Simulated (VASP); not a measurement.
# ScAl3: structure and properties in VASP, part 2 of 6

How well does BLYP reproduce what experiment finds for ScAl3? The cell is relaxed first, and properties follow on it. The start is a computed cell from the Materials Project.

VASP 6.6.1; BLYP; plane waves and PAW (Sc_sv, Al).

Still holding for the runs below: The k-mesh is coarse for a metal.

So far. Step 2 (Relaxing cell and atoms (BLYP)): It ends with forces that vanish by symmetry and a pressure of -0.03 GPa.

### 3. Second relaxation

The basis stayed that of the start cell while the cell moved. A rerun from the cell reached resets it; the error of the finite cutoff stays.

Contents of INCAR:

```
SYSTEM = ScAl3
PREC = Accurate
ENCUT = 400
EDIFF = 1E-06
NELM = 100
ISMEAR = -1
SIGMA = 0.05
LREAL = .FALSE.
ALGO = Normal
GGA = B5
ALDAX = 1
AGGAX = 1
AGGAC = 1
ALDAC = 0
NBANDS = 16
LORBIT = 11
LWAVE = .FALSE.
LCHARG = .FALSE.
KPAR = 2
IBRION = 2
NSW = 60
ISIF = 3
EDIFFG = -0.01
```

Contents of POSCAR:

```
ScAl3
1.0
    4.1516531660      0.0000000000      0.0000000000
    0.0000000000      4.1516531660      0.0000000000
    0.0000000000      0.0000000000      4.1516531660
Sc Al
1 3
Direct
    0.0000000000      0.0000000000      0.0000000000
    0.5000000000      0.5000000000      0.0000000000
    0.0000000000      0.5000000000      0.5000000000
    0.5000000000      0.0000000000      0.5000000000
```

Contents of KPOINTS:

```
Automatic mesh
0
Gamma
7 7 7
0 0 0
```

PAW data sets: Sc_sv and Al (PBE family, release 64).

Command:

```
$ mpirun -np 2 vasp_std
```

The log of the run:

```text
[banner, memory and clock lines left out]
running    2 mpi-ranks, on    1 nodes
 distrk:  each k-point on    1 cores,    2 groups
 distr:  one band on    1 cores,    1 groups

 POSCAR found type information on POSCAR ScAl
 POSCAR found :  2 types and       4 ions
 [... a notice as in an earlier step ...]

 LDA part: xc-table for (Slater(with rela. corr.)+VWN5), standard interpolation
 POSCAR, INCAR and KPOINTS ok, starting setup
 FFT: planning ... GRIDC
 FFT: planning ... GRID_SOFT
 FFT: planning ... GRID
 WAVECAR not read
 entering main loop
       N       E                     dE             d eps       ncg     rms          rms(c)
DAV:   1     0.901849221549E+02    0.90185E+02   -0.72812E+03   656   0.918E+02
DAV:   2    -0.115560082330E+02   -0.10174E+03   -0.99663E+02   664   0.281E+02
DAV:   3    -0.161201004524E+02   -0.45641E+01   -0.44208E+01   976   0.510E+01
DAV:   4    -0.162002192369E+02   -0.80119E-01   -0.80080E-01   848   0.777E+00
DAV:   5    -0.162029223331E+02   -0.27031E-02   -0.27028E-02   952   0.127E+00    0.786E+00
DAV:   6    -0.153279765501E+02    0.87495E+00   -0.50514E+00  1056   0.222E+01    0.247E+00
DAV:   7    -0.153068868648E+02    0.21090E-01   -0.20611E-01   952   0.426E+00    0.175E+00
DAV:   8    -0.153011946909E+02    0.56922E-02   -0.71301E-02  1064   0.235E+00    0.372E-01
DAV:   9    -0.153017015764E+02   -0.50689E-03   -0.32072E-02  1016   0.190E+00    0.273E-01
DAV:  10    -0.153006387904E+02    0.10628E-02   -0.13667E-02  1016   0.116E+00    0.758E-02
DAV:  11    -0.153005423280E+02    0.96462E-04   -0.15431E-03  1048   0.382E-01    0.303E-02
DAV:  12    -0.153005231797E+02    0.19148E-04   -0.11444E-04  1032   0.115E-01    0.382E-03
DAV:  13    -0.153005232243E+02   -0.44598E-07   -0.27634E-06   840   0.106E-02
   1 F= -.15300523E+02 E0= -.15294150E+02  d E =-.153005E+02
 curvature:   0.00 expect dE= 0.000E+00 dE for cont linesearch  0.000E+00
 trial: gam= 0.00000 g(F)=  0.000E+00 g(S)=  0.292E-05 ort = 0.000E+00 (trialstep = 0.100E+01)
 search vector abs. value=  0.292E-05
 reached required accuracy - stopping structural energy minimisation
```

It took 17 s on 2 MPI ranks of AMD EPYC 7R43, shared host; peak memory 0.25 GiB.

OUTCAR, selected parts (step 3):

```text
  LATTYP: Found a simple cubic cell.
 ALAT       =     4.1516531660

The static configuration has the point symmetry O_h .

 Found     20 irreducible k-points:

   ENCUT  =  400.0 eV  29.40 Ry    5.42 a.u.   6.77  6.77  6.77*2*pi/ulx,y,z

   NELECT =      20.0000    total number of electrons

 E-fermi :   7.2349

 k-point     1 :       0.0000    0.0000    0.0000
  band No.  band energies     occupation
    ...
      6       4.7390      2.00000
      7       4.7390      2.00000
      8       5.5504      2.00000
      9       5.5504      2.00000
     10       5.5504      2.00000
     11       8.5222      0.00000
     12       8.5222      0.00000
     13       8.5222      0.00000
     14       8.8851      0.00000
     15      11.4997      0.00000
    ...

 k-point     2 :       0.1429    0.0000    0.0000
  band No.  band energies     occupation
    ...
      6       3.5079      2.00000
      7       4.8889      2.00000
      8       5.5753      2.00000
      9       5.5753      2.00000
     10       6.3821      2.00000
     11       8.4328      0.00000
     12       8.4328      0.00000
     13       8.5722      0.00000
     14       9.5236      0.00000
     15      10.4188      0.00000
    ...

  Total       -0.0089899     -0.0089899     -0.0089899      0.0000000     -0.0000000      0.0000000
  in kB       -0.2012814     -0.2012814     -0.2012814      0.0000000     -0.0000000      0.0000000
  external PRESSURE =      -0.2012814 kB  Pullay stress =       0.0000000 kB

  energy-cutoff  :      400.00
  volume of cell :       71.56
      direct lattice vectors                 reciprocal lattice vectors
     4.151653166  0.000000000  0.000000000     0.240867905  0.000000000  0.000000000
     0.000000000  4.151653166  0.000000000     0.000000000  0.240867905  0.000000000
     0.000000000  0.000000000  4.151653166     0.000000000  0.000000000  0.240867905

 POSITION                                       TOTAL-FORCE (eV/Angst)
 -----------------------------------------------------------------------------------
      0.00000      0.00000      0.00000         0.000000      0.000000      0.000000
      2.07583      2.07583      0.00000         0.000000      0.000000      0.000000
      0.00000      2.07583      2.07583         0.000000      0.000000      0.000000
      2.07583      0.00000      2.07583         0.000000      0.000000      0.000000
 -----------------------------------------------------------------------------------
    total drift:                               -0.000000     -0.000000     -0.000000

  FREE ENERGIE OF THE ION-ELECTRON SYSTEM (eV)
  ---------------------------------------------------
  free  energy   TOTEN  =       -15.3005232243 eV

  energy  without entropy=      -15.2877765216  energy(sigma->0) =      -15.29414987

 total charge
# of ion       s       p       d       tot
------------------------------------------
    1        2.175   6.125   1.287   9.588
    2        0.422   0.370   0.000   0.792
    3        0.422   0.370   0.000   0.792
    4        0.422   0.370   0.000   0.792
--------------------------------------------------
tot          3.441   7.236   1.287  11.965

[... 5 parts as in an earlier step ...]

[... 6 further parts left out ...]
```

CONTCAR:

```
ScAl3
   1.00000000000000
     4.1516531660000000    0.0000000000000000    0.0000000000000000
     0.0000000000000000    4.1516531660000000    0.0000000000000000
     0.0000000000000000    0.0000000000000000    4.1516531660000000
  Sc              Al
     1     3
Direct
     0.0000000000000000    0.0000000000000000    0.0000000000000000
     0.5000000000000000    0.5000000000000000    0.0000000000000000
     0.0000000000000000    0.5000000000000000    0.5000000000000000
     0.5000000000000000    0.0000000000000000    0.5000000000000000
```

Little changed from the start: no atom moved by 0.005 Å and no cell edge by 0.1 %.

Numbers from this step:

```yaml
pressure: -0.02013 GPa
scf_cycles_over_all_ionic_steps: 13
```

It ends with forces that vanish by symmetry and a pressure of -0.02 GPa. The volume moved by under 0.01 %: the run met its threshold at the first step.

### 4. Density, ELF and potential (BLYP)

The relaxed cell gets a fresh self-consistent run, on a basis set for its own volume, to fix the density and to check the remaining stress.

INCAR, as its differences from that of step 3:

```diff
@@ -17,7 +17,5 @@
 LWAVE = .FALSE.
-LCHARG = .FALSE.
-KPAR = 2
-IBRION = 2
-NSW = 60
-ISIF = 3
-EDIFFG = -0.01
+LCHARG = .TRUE.
+ISIF = 2
+LELF = .TRUE.
+LVHAR = .TRUE.
```

POSCAR is that of step 3.

KPOINTS is that of step 3.

Command:

```
$ mpirun -np 2 vasp_std
```

The log of the run:

```text
[banner, memory and clock lines left out]
running    2 mpi-ranks, on    1 nodes
 distrk:  each k-point on    2 cores,    1 groups
 distr:  one band on    1 cores,    2 groups

 POSCAR found type information on POSCAR ScAl
 POSCAR found :  2 types and       4 ions
 [... a notice as in an earlier step ...]

 LDA part: xc-table for (Slater(with rela. corr.)+VWN5), standard interpolation
 POSCAR, INCAR and KPOINTS ok, starting setup
 FFT: planning ... GRIDC
 FFT: planning ... GRID_SOFT
 FFT: planning ... GRID
 WAVECAR not read
 entering main loop
       N       E                     dE             d eps       ncg     rms          rms(c)
DAV:   1     0.901849221548E+02    0.90185E+02   -0.72812E+03   656   0.918E+02
DAV:   2    -0.115560082333E+02   -0.10174E+03   -0.99663E+02   664   0.281E+02
DAV:   3    -0.161201004532E+02   -0.45641E+01   -0.44208E+01   976   0.510E+01
DAV:   4    -0.162002192366E+02   -0.80119E-01   -0.80080E-01   848   0.777E+00
DAV:   5    -0.162029223344E+02   -0.27031E-02   -0.27028E-02   952   0.127E+00    0.786E+00
DAV:   6    -0.153279765499E+02    0.87495E+00   -0.50514E+00  1056   0.222E+01    0.247E+00
DAV:   7    -0.153068868646E+02    0.21090E-01   -0.20611E-01   952   0.426E+00    0.175E+00
DAV:   8    -0.153011946922E+02    0.56922E-02   -0.71301E-02  1064   0.235E+00    0.372E-01
DAV:   9    -0.153017015770E+02   -0.50688E-03   -0.32072E-02  1016   0.190E+00    0.273E-01
DAV:  10    -0.153006387900E+02    0.10628E-02   -0.13667E-02  1016   0.116E+00    0.758E-02
DAV:  11    -0.153005423283E+02    0.96462E-04   -0.15431E-03  1048   0.382E-01    0.303E-02
DAV:  12    -0.153005231794E+02    0.19149E-04   -0.11444E-04  1032   0.115E-01    0.382E-03
DAV:  13    -0.153005232246E+02   -0.45185E-07   -0.27634E-06   840   0.106E-02
   1 F= -.15300523E+02 E0= -.15294150E+02  d E =-.127467E-01
```

Run time: 16 s. Hardware: 2 MPI ranks; peak memory 0.18 GiB; 27 s of CPU time.

OUTCAR, selected parts (step 4):

```text
The static configuration has the point symmetry O_h .

 Found     20 irreducible k-points:

   NELECT =      20.0000    total number of electrons

 E-fermi :   7.2349

  Total       -0.0089899     -0.0089899     -0.0089899      0.0000000      0.0000000     -0.0000000
  in kB       -0.2012817     -0.2012817     -0.2012817      0.0000000      0.0000000     -0.0000000
  external PRESSURE =      -0.2012817 kB  Pullay stress =       0.0000000 kB

  FREE ENERGIE OF THE ION-ELECTRON SYSTEM (eV)
  ---------------------------------------------------
  free  energy   TOTEN  =       -15.3005232246 eV

  energy  without entropy=      -15.2877765219  energy(sigma->0) =      -15.29414987

[... 17 parts as in an earlier step ...]
```

Numbers from this step:

```yaml
scf_cycles: 13
```

Valence electrons inside each PAW sphere by angular momentum. Sphere charges, by row:

```
atom  s (e)  p (e)  d (e)  tot (e)
 Sc1  2.175  6.125  1.287    9.588
 Al2  0.422   0.37      0    0.792
 Al3  0.422   0.37      0    0.792
 Al4  0.422   0.37      0    0.792
```

Valence density in the ac plane at fractional y = 0.000, with atoms of Sc and Al within 0.2 Å of it. It is the smooth field of the valence electrons, not physical close to the nuclei.

Ten steps, logarithmic in the rise over the least value, from '0' (0.01 × 1e0 e/Å³) to '9' (9.37 × 1e0 e/Å³), each cell a mean:
```
98631111112479
87531111112367
44222222222234
22222222222222
11122222222211
11222211122211
11222100122211
11222210122211
11122221222211
11122222222211
43222222222233
76421122212256
98631111112478
99741111112489
```
Columns run along a (4.2 Å), rows up along c (4.2 Å). Atoms in or near the plane, at fractional coordinates: Sc at (0.00, 0.00), Al at (0.50, 0.50).

Electrostatic potential energy in the ac plane at fractional y = 0.000, with atoms of Sc and Al within 0.2 Å of it. With pseudopotentials it is smooth inside the atoms' cores, unlike the true potential.

Values in eV, 14 rows by 14 columns, each cell a mean:
```
-31 -28 -20 -12  -3   0   2   2   1  -1  -6 -14 -24 -29
-25 -23 -16  -8  -2   0   1   1   1   0  -4 -10 -19 -24
-15 -13  -8  -4  -2  -2  -2  -2  -2  -1  -2  -5 -10 -14
 -6  -5  -3  -2  -3  -5  -8  -9  -7  -4  -2  -2  -4  -6
 -1  -1  -1  -2  -7 -16 -33 -38 -26 -13  -4  -1   0  -1
  1   1   0  -3 -12 -33 -65 -67 -56 -26  -7  -2   1   1
  2   2   0  -3 -17 -48 -72 -72 -67 -38  -9  -2   1   2
  2   2   0  -3 -14 -42 -72 -72 -65 -33  -8  -2   1   2
  0   0   0  -2  -8 -20 -42 -48 -33 -16  -5  -2   0   0
 -3  -3  -2  -2  -4  -8 -14 -17 -12  -7  -3  -2  -2  -3
-13 -11  -6  -3  -2  -2  -3  -3  -3  -2  -2  -4  -8 -12
-22 -19 -13  -6  -2   0   0   0   0  -1  -3  -8 -16 -20
-30 -27 -19 -11  -3   0   2   2   1  -1  -5 -13 -23 -28
-32 -30 -22 -13  -3   0   2   2   1  -1  -6 -15 -25 -31
```
Columns run along a (4.2 Å; values clipped at the 3rd and 97th percentile), rows up along c (4.2 Å). Atoms in or near the plane, at fractional coordinates: Sc at (0.00, 0.00), Al at (0.50, 0.50).

ELF in the ac plane at fractional y = 0.000, with atoms of Sc and Al within 0.2 Å of it. It is the smooth field of the valence electrons, not physical close to the nuclei.

Ten even steps from '_' (0.01) to '@' (0.86), each cell a mean:
```
@@@@##::__::====--..__==%%@@
%%%%++....--++++==::..::**%%
==--....--**####**++::..::==
..__..--++########**==::..__
....--**##**====++****++::..
::--++##**==....::++##**==--
--==**##**--____..==####++==
--==**##**--____..==####++==
..::==**##++----==**##**--::
____::==**##******##++--..__
--::....==**######**--....::
##**--..::==****++--....++##
@@@@**::__::====--..__--%%@@
@@@@##--__..----::....==%%@@
```
Columns run along a (4.2 Å), rows up along c (4.2 Å). Atoms in or near the plane, at fractional coordinates: Sc at (0.00, 0.00), Al at (0.50, 0.50).

In this run the pressure is -0.02 GPa, small enough to go on.

### 5. Band structure (BLYP)

Levels along the symmetry lines show where the bands peak and cross; KPOINTS_OPT computes them in the converged potential.

INCAR, as its differences from that of step 4:

```diff
@@ -14,8 +14,6 @@
 ALDAC = 0
-NBANDS = 16
+NBANDS = 24
 LORBIT = 11
 LWAVE = .FALSE.
-LCHARG = .TRUE.
-ISIF = 2
-LELF = .TRUE.
-LVHAR = .TRUE.
+LCHARG = .FALSE.
+KPAR = 2
```

POSCAR is that of step 4.

KPOINTS is that of step 4.

Contents of KPOINTS_OPT:

```
Line mode
16
Line-mode
Reciprocal
  0.00000000   0.00000000   0.00000000 GAMMA
  0.00000000   0.50000000   0.00000000 X

  0.00000000   0.50000000   0.00000000 X
  0.50000000   0.50000000   0.00000000 M

  0.50000000   0.50000000   0.00000000 M
  0.00000000   0.00000000   0.00000000 GAMMA

  0.00000000   0.00000000   0.00000000 GAMMA
  0.50000000   0.50000000   0.50000000 R

  0.50000000   0.50000000   0.50000000 R
  0.00000000   0.50000000   0.00000000 X

  0.50000000   0.50000000   0.00000000 M
  0.50000000   0.50000000   0.50000000 R
```

Command:

```
$ mpirun -np 2 vasp_std
```

The log of the run:

```text
[... set-up lines as in an earlier step ...]
 entering main loop
       N       E                     dE             d eps       ncg     rms          rms(c)
DAV:   1     0.972718411762E+02    0.97272E+02   -0.68307E+03   968   0.614E+02
DAV:   2    -0.129568602404E+02   -0.11023E+03   -0.10648E+03   984   0.203E+02
DAV:   3    -0.161099779383E+02   -0.31531E+01   -0.31053E+01  1360   0.370E+01
DAV:   4    -0.161973216979E+02   -0.87344E-01   -0.87223E-01  1208   0.558E+00
DAV:   5    -0.162028910871E+02   -0.55694E-02   -0.55690E-02  1448   0.144E+00    0.785E+00
DAV:   6    -0.153300950940E+02    0.87280E+00   -0.20242E+00  1320   0.148E+01    0.240E+00
DAV:   7    -0.153064353000E+02    0.23660E-01   -0.13814E-01  1464   0.296E+00    0.178E+00
DAV:   8    -0.153016947579E+02    0.47405E-02   -0.51114E-02  1552   0.167E+00    0.418E-01
DAV:   9    -0.153015015179E+02    0.19324E-03   -0.20803E-02  1368   0.135E+00    0.263E-01
DAV:  10    -0.153008503735E+02    0.65114E-03   -0.90384E-03  1296   0.850E-01    0.117E-01
DAV:  11    -0.153005325970E+02    0.31778E-03   -0.15962E-03  1376   0.356E-01    0.271E-02
DAV:  12    -0.153005234790E+02    0.91180E-05   -0.74838E-05  1552   0.706E-02    0.913E-03
DAV:  13    -0.153005256093E+02   -0.21303E-05   -0.40916E-06  1200   0.184E-02    0.102E-02
DAV:  14    -0.153005233413E+02    0.22680E-05   -0.89393E-06  1304   0.262E-02    0.196E-03
DAV:  15    -0.153005233961E+02   -0.54775E-07   -0.33900E-07   704   0.359E-03
   1 F= -.15300523E+02 E0= -.15294150E+02  d E =-.127470E-01
 Start KPOINTS_OPT (optional k-point list driver)
k-point batch [1-20\96]
       N       E                     dE             ncg
DAV:   1    -0.857910009330E+03   -0.56189E+04      960
DAV:   2    -0.310124897991E+04   -0.22433E+04      984
DAV:   3    -0.317153893054E+04   -0.70290E+02     1288
DAV:   4    -0.317362495351E+04   -0.20860E+01     1168
DAV:   5    -0.317374400599E+04   -0.11905E+00     1456
DAV:   6    -0.317374515269E+04   -0.11467E-02     1168
DAV:   7    -0.317374519430E+04   -0.41610E-04     1480
DAV:   8    -0.317374519464E+04   -0.34194E-06      792
[...]
k-point batch [81-96\96]
       N       E                     dE             ncg
DAV:   1     0.699835258461E+03   -0.10850E+05      768
DAV:   2    -0.104121529039E+04   -0.17411E+04      768
DAV:   3    -0.108500532101E+04   -0.43790E+02     1024
DAV:   4    -0.108623280782E+04   -0.12275E+01     1032
DAV:   5    -0.108631983832E+04   -0.87030E-01     1112
DAV:   6    -0.108632063292E+04   -0.79461E-03     1040
DAV:   7    -0.108632066385E+04   -0.30929E-04     1160
DAV:   8    -0.108632066410E+04   -0.24347E-06      736
```

Elapsed: 52 s, on 2 MPI ranks; peak memory 0.28 GiB; 89 s of CPU time.

Parts of OUTCAR (step 5):

```text
   k-points           NKPTS =     20   k-points in BZ     NKDIM =     20   number of bands    NBANDS=     24

   NELECT =      20.0000    total number of electrons

 E-fermi :   7.2348

 k-point     1 :       0.0000    0.0000    0.0000
  band No.  band energies     occupation
    ...
      6       4.7390      2.00000
      7       4.7390      2.00000
      8       5.5504      2.00000
      9       5.5504      2.00000
     10       5.5504      2.00000
     11       8.5219      0.00000
     12       8.5219      0.00000
     13       8.5219      0.00000
     14       8.8851      0.00000
     15      11.4995      0.00000
    ...

  Total       -0.0069474     -0.0069474     -0.0069474      0.0000000      0.0000000      0.0000000
  in kB       -0.1555505     -0.1555505     -0.1555505      0.0000000      0.0000000      0.0000000
  external PRESSURE =      -0.1555505 kB  Pullay stress =       0.0000000 kB

  FREE ENERGIE OF THE ION-ELECTRON SYSTEM (eV)
  ---------------------------------------------------
  free  energy   TOTEN  =       -15.3005233961 eV

  energy  without entropy=      -15.2877764266  energy(sigma->0) =      -15.29414991

[... 9 parts as in an earlier step ...]

[... 8 further parts left out ...]
```

Numbers from this step:

```yaml
scf_cycles: 15
bands: 24
pressure: -0.01556 GPa
```

The electronic bands at the labelled points (eV, zero at the Fermi level; # counts the bands kept, so #1 is VASP's band 5):

```
          point     #3     #4     #5     #6     #7    #8    #9   #10
              Γ  -2.50  -1.68  -1.68  -1.68   1.29  1.29  1.29  1.65
0.47 of the way  -2.10  -1.63  -1.63  -0.26   1.11  1.11  1.41  2.28
              X  -1.57  -1.57  -1.24   0.50   1.05  1.05  1.57  1.65
0.47 of the way  -3.51  -2.27  -1.22   0.05   0.98  1.37  2.18  2.38
              M  -5.49  -4.07  -0.46  -0.46   1.29  1.43  2.03  2.35
0.53 of the way  -4.20  -1.44  -1.25   0.11   0.33  1.00  2.35  2.85
              Γ  -2.50  -1.68  -1.68  -1.68   1.29  1.29  1.29  1.65
0.47 of the way  -4.21  -3.38  -0.92  -0.92   1.45  1.74  1.74  2.11
              R  -4.71  -4.09  -2.74  -2.74  -2.74  1.09  2.46  2.46
0.47 of the way  -3.83  -2.72  -2.30  -1.93  -0.16  2.15  2.42  2.56
              X  -1.57  -1.57  -1.24   0.50   1.05  1.05  1.57  1.65
      jump to M  -5.49  -4.07  -0.46  -0.46   1.29  1.43  2.03  2.35
0.47 of the way  -5.22  -3.59  -1.68  -1.55  -1.55  2.00  2.40  3.39
              R  -4.71  -4.09  -2.74  -2.74  -2.74  1.09  2.46  2.46
```

Of the projections kept (Sc, Al), the largest for each band there; the rest of the weight can lie on other orbitals:

```
point       #3       #4       #5       #6       #7       #8       #9      #10
    Γ  Sc 0.52  Al 0.82  Al 0.82  Al 0.82  Sc 1.00  Sc 1.00  Sc 1.00  Sc 0.93
    X  Sc 0.59  Sc 0.59  Sc 0.81  Al 1.00  Al 0.69  Al 0.69  Sc 1.00  Al 0.64
    M  Al 0.85  Sc 0.54  Sc 0.78  Sc 0.78  Al 1.00  Sc 0.74  Sc 1.00  Sc 0.98
    Γ  Sc 0.52  Al 0.82  Al 0.82  Al 0.82  Sc 1.00  Sc 1.00  Sc 1.00  Sc 0.93
    R  Al 0.73  Al 1.00  Al 0.68  Al 0.68  Al 0.68  Sc 1.00  Sc 1.00  Sc 1.00
    X  Sc 0.59  Sc 0.59  Sc 0.81  Al 1.00  Al 0.69  Al 0.69  Sc 1.00  Al 0.64
```

There is no gap at this level.

Of the bands kept, 2 cross the Fermi level on this path.

(Part 2 of 6 ends here.)

[Lines on the potential files, build, host, timing and source positions are cut from VASP's logs without a mark.]

[Logs are printed without paths, hosts, clocks, repeated set-up lines and the standing remarks that a program may print on its own settings, such as how far it seeks lower states.]

[Hosts, paths, dates, database ids (printed as entryN), source tags and the programs' standing remarks are cut or masked in the printed files.]

[A measured line is paired with the nearest computed mode of its activity, which favours agreement.]
